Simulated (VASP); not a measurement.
Consider the following.

```yaml
crystal:
  lattice:
    - [0.00000, 2.27623, 2.27623]
    - [2.27623, 0.00000, 2.27623]
    - [2.27623, 2.27623, 0.00000]
  atoms:
    - { symbol: B, position: [0.00000, 0.00000, 0.00000] }
    - { symbol: P, position: [0.25000, 0.25000, 0.25000] }
```

The numbers are results of optB88-vdW, VASP's PBE PAW potentials (set 64) (plane waves; VASP), not measurements. Settings: 520 eV cut-off, 11×11×11 Γ-centred mesh, tetrahedra with Blöchl corrections, potentials B P.

What does the run give for the energy per atom (σ→0)?

```
Quantity                        Value
---------------------  --------------
energy per atom (σ→0)  -5.416 eV/atom
```

Total energies compare only between runs with the same potentials, cut-off and functional.

The compound is BP in the zinc blende structure. It was relaxed first.
